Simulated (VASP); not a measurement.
C (diamond): the mBJ gap over mesh and path against the volume, with the cell scaled uniformly; PBEsol's own equilibrium is at 5.624 Å³/atom. VASP (PAW), 520 eV cut-off, 14×14×14 Γ-centred mesh, Gaussian smearing of 0.050 eV, potentials C. mBJ is a potential without an energy functional, so only the levels count. Fit the value as a straight line in ln V.

```
V (Å³/atom)  mBJ gap over mesh and path (eV)
-----------  -------------------------------
4.949                                  5.205
5.118                                  5.141
5.286                                  5.079
5.455                                  5.020
5.624                                  4.963
5.793                                  4.908
```

Q: Fit the rows as the text says and predict the value at 5.961.

A: The slope against ln V is -1.89 eV, the volume deformation potential of this gap. The line misses the rows by up to 0.001 and gives 4.853 at 5.961. The run gave 4.855, +0.002 from the line.

Left out are failed runs and those whose mesh is unfit for this quantity.

The compound is C in the diamond structure.
